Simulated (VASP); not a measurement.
Computed with PBE GGA, VASP's PBE PAW potentials (set 64) (plane waves; VASP).

Input for VASP

INCAR:
```
! general
SYSTEM =Cd3MgO4
PREC   =Accurate
ENCUT  =500   ! plane-wave cut-off (eV)
LREAL  =.FALSE.   ! projection in real space or not
LASPH  =.TRUE.

! electronic loop
EDIFF  =1E-6   ! SCF stop (eV)
NELM   =100   ! most electronic steps
ALGO   =Normal
LMAXMIX=4   ! l cut-off of mixed one-centre charges

! smearing
ISMEAR =0   ! Gaussian
SIGMA  =0.05   ! width (eV)

! functional
GGA    =PE   ! PBE

! output
LWAVE  =.FALSE.
LCHARG =.TRUE.
```

**POSCAR**
```
Cd3MgO4
4.6893250
  0.9999999330   0.0000000000   0.0000000000
  0.0000000000   0.9999999330   0.0000000000
  0.0000000000   0.0000000000   0.9999999330
Mg O Cd
1 4 3
Cart
  0.0000000000   0.0000000000   0.0000000000
  0.4999999665   0.4999999665   0.4999999665
  0.0000000000   0.0000000000   0.4999999665
  0.0000000000   0.4999999665   0.0000000000
  0.4999999665   0.0000000000   0.0000000000
  0.4999999665   0.4999999665   0.0000000000
  0.4999999665   0.0000000000   0.4999999665
  0.0000000000   0.4999999665   0.4999999665
```

**KPOINTS**
```
Automatic mesh
0
gamma
4 4 4
0 0 0
```

POTCAR, in this order: Mg O Cd (PBE.64 set). Program: vasp_std.

The run wrote:

### OUTCAR
```
 ion  position               nearest neighbor table
   1  0.000  0.000  0.000-   3 2.34   4 2.34   5 2.34   3 2.34   4 2.34   5 2.34   6 3.32   7 3.32
                             8 3.32   7 3.32   6 3.32   8 3.32   8 3.32   8 3.32   6 3.32   7 3.32
   2  0.500  0.500  0.500-   6 2.34   7 2.34   8 2.34   6 2.34   7 2.34   8 2.34
   3  0.000  0.000  0.500-   1 2.34   7 2.34   8 2.34   1 2.34   8 2.34   7 2.34
   4  0.000  0.500  0.000-   1 2.34   6 2.34   8 2.34   8 2.34   1 2.34   6 2.34
   5  0.500  0.000  0.000-   1 2.34   6 2.34   7 2.34   7 2.34   6 2.34   1 2.34
   6  0.500  0.500  0.000-   2 2.34   4 2.34   5 2.34   2 2.34   5 2.34   4 2.34   1 3.32   7 3.32
                             8 3.32   1 3.32   7 3.32   7 3.32   7 3.32   1 3.32   8 3.32   8 3.32
   7  0.500  0.000  0.500-   2 2.34   3 2.34   5 2.34   5 2.34   2 2.34   3 2.34   1 3.32   1 3.32
                             6 3.32   6 3.32   6 3.32   8 3.32   6 3.32   1 3.32   8 3.32   8 3.32
   8  0.000  0.500  0.500-   2 2.34   3 2.34   4 2.34   4 2.34   3 2.34   2 2.34   1 3.32   1 3.32
                             6 3.32   1 3.32   6 3.32   7 3.32   1 3.32   7 3.32   6 3.32   7 3.32
  LATTYP: Found a simple cubic cell.
 ALAT       =     4.6893246858
 Subroutine PRICEL returns:
 Original cell was already a primitive cell.
 Subroutine GETGRP returns: Found 48 space group operations
The static configuration has the point symmetry O_h .
The dynamic configuration has the point symmetry O_h .
 Subroutine INISYM returns: Found 48 space group operations
 Subroutine IBZKPT returns following result:
 Found     10 irreducible k-points:

 Following reciprocal coordinates:
            Coordinates               Weight
  0.000000  0.000000  0.000000      1.000000
  0.250000  0.000000  0.000000      6.000000
  0.500000  0.000000  0.000000      3.000000
  0.250000  0.250000  0.000000     12.000000
  0.500000  0.250000  0.000000     12.000000
  0.500000  0.500000  0.000000      3.000000
  0.250000  0.250000  0.250000      8.000000
  0.500000  0.250000  0.250000     12.000000
  0.500000  0.500000  0.250000      6.000000
  0.500000  0.500000  0.500000      1.000000
   k-points           NKPTS =     10   k-points in BZ     NKDIM =     10   number of bands    NBANDS=     37
   number of dos      NEDOS =    301   number of ions     NIONS =      8
   total plane-waves  NPLWV =  46656
   dimension x,y,z NGX =    36 NGY =   36 NGZ =   36
   dimension x,y,z NGXF=    72 NGYF=   72 NGZF=   72
   ions per type =               1   4   3
   PREC   = accura    normal or accurate (medium, high low for compatibility)
   ISTART =      0    job   : 0-new  1-cont  2-samecut
   ICHARG =      2    charge: 1-file 2-atom 10-const
   ISPIN  =      1    spin polarized calculation?
   LNONCOLLINEAR =      F non collinear calculations
   LSORBIT =      F    spin-orbit coupling
   INIWAV =      1    electr: 0-lowe 1-rand  2-diag
   ENCUT  =  500.0 eV  36.75 Ry    6.06 a.u.   8.55  8.55  8.55*2*pi/ulx,y,z
   NELM   =    100;   NELMIN=  2; NELMDL= -5     # of ELM steps
   EDIFF  = 0.1E-05   stopping-criterion for ELM
   LREAL  =      F    real-space projection
   NLSPLINE    = F    spline interpolate recip. space projectors
   LMAXMIX     =    4 max onsite mixed and CHGCAR
   VOSKOWN=      0    Vosko Wilk Nusair interpolation
   EDIFFG = 0.1E-04   stopping-criterion for IOM
   NSW    =      0    number of steps for IOM
   NBLOCK =      1;   KBLOCK =      1    inner block; outer block
   IBRION =     -1    ionic relax: 0-MD 1-quasi-New 2-CG
   NFREE  =      0    steps in history (QN), initial steepest desc. (CG)
   ISIF   =      2    stress and relaxation
   ISYM   =      2    0-nonsym 1-usesym 2-fastsym
   TEIN   =    0.0    initial temperature
   TEBEG  =    0.0;   TEEND  =   0.0 temperature during run
   SMASS  =  -3.00    Nose mass-parameter (am)
   PSTRESS=    0.0 pullay stress
   NELECT =      62.0000    total number of electrons
   EFERMI =   0.00;   METHOD = LEGACY
   ISMEAR =     0;   SIGMA  =   0.05  broadening in eV -4-tet -1-fermi 0-gaus
   IALGO  =     38    algorithm
   LDIAG  =      T    sub-space diagonalisation (order eigenvalues)
   IMIX   =      4    mixing-type and parameters
     AMIX     =   0.40;   BMIX     =  1.00
     AMIX_MAG =   1.60;   BMIX_MAG =  1.00
...
```

OSZICAR:
```
       N       E                     dE             d eps       ncg     rms          rms(c)
DAV:   1     0.518933960369E+03    0.51893E+03   -0.33026E+04   748   0.163E+03
DAV:   2    -0.536400978041E+01   -0.52430E+03   -0.50463E+03   825   0.428E+02
DAV:   3    -0.410849316240E+02   -0.35721E+02   -0.35348E+02   838   0.117E+02
DAV:   4    -0.415476653968E+02   -0.46273E+00   -0.46203E+00   844   0.137E+01
DAV:   5    -0.415524175122E+02   -0.47521E-02   -0.47498E-02   842   0.118E+00    0.205E+01
DAV:   6    -0.343643911399E+02    0.71880E+01   -0.35366E+01  1105   0.615E+01    0.167E+01
DAV:   7    -0.344437614480E+02   -0.79370E-01   -0.39379E+00   753   0.137E+01    0.928E+00
DAV:   8    -0.344158907645E+02    0.27871E-01   -0.11247E+00   816   0.605E+00    0.228E+00
DAV:   9    -0.343476048078E+02    0.68286E-01   -0.23901E-01  1061   0.322E+00    0.589E-01
DAV:  10    -0.343458627269E+02    0.17421E-02   -0.27420E-02   788   0.978E-01    0.232E-01
DAV:  11    -0.343461444539E+02   -0.28173E-03   -0.44121E-03   859   0.400E-01    0.119E-01
DAV:  12    -0.343461052220E+02    0.39232E-04   -0.43393E-04   902   0.142E-01    0.365E-02
DAV:  13    -0.343461451145E+02   -0.39892E-04   -0.15379E-04   818   0.763E-02    0.215E-02
DAV:  14    -0.343461390095E+02    0.61049E-05   -0.31449E-05   804   0.356E-02    0.859E-03
DAV:  15    -0.343461387762E+02    0.23336E-06   -0.21234E-06   632   0.114E-02
   1 F= -.34346139E+02 E0= -.34345380E+02  d E =-.151816E-02
```

File OUTCAR:
```
------------------------ aborting loop because EDIFF is reached ----------------------------------------
  FORCE on cell =-STRESS in cart. coord.  units (eV):
  Direction    XX          YY          ZZ          XY          YZ          ZX
  --------------------------------------------------------------------------------------
  Total        0.1536802      0.1536802      0.1536802     -0.0000000     -0.0000000      0.0000000
  in kB        2.3877987      2.3877987      2.3877987     -0.0000000     -0.0000000      0.0000000
  external PRESSURE =       2.3877987 kB  Pullay stress =       0.0000000 kB
  volume of cell :      103.12
      direct lattice vectors                 reciprocal lattice vectors
     4.689324686  0.000000000  0.000000000     0.213250322  0.000000000  0.000000000
     0.000000000  4.689324686  0.000000000     0.000000000  0.213250322  0.000000000
     0.000000000  0.000000000  4.689324686     0.000000000  0.000000000  0.213250322
 POSITION                                       TOTAL-FORCE (eV/Angst)
 -----------------------------------------------------------------------------------
      0.00000      0.00000      0.00000         0.000000      0.000000      0.000000
      2.34466      2.34466      2.34466         0.000000      0.000000      0.000000
      0.00000      0.00000      2.34466         0.000000      0.000000      0.000000
      0.00000      2.34466      0.00000         0.000000      0.000000      0.000000
      2.34466      0.00000      0.00000         0.000000      0.000000      0.000000
      2.34466      2.34466      0.00000         0.000000      0.000000      0.000000
      2.34466      0.00000      2.34466         0.000000      0.000000      0.000000
      0.00000      2.34466      2.34466         0.000000      0.000000      0.000000
 -----------------------------------------------------------------------------------
    total drift:                                0.000000      0.000000      0.000000
  FREE ENERGIE OF THE ION-ELECTRON SYSTEM (eV)
  ---------------------------------------------------
  free  energy   TOTEN  =       -34.3461387762 eV

  energy  without entropy=      -34.3446206112  energy(sigma->0) =      -34.34537969
```
(Selected blocks of OUTCAR.)

The structure was generated: Cd3MgO4 was put into an ordered model structure (Pm-3m), which need not be its known phase. It was relaxed first, which changed the volume by +8 %. The k-mesh is coarse (spacing up to 0.33 per Å, 2π included), so the numbers may not be converged in it.
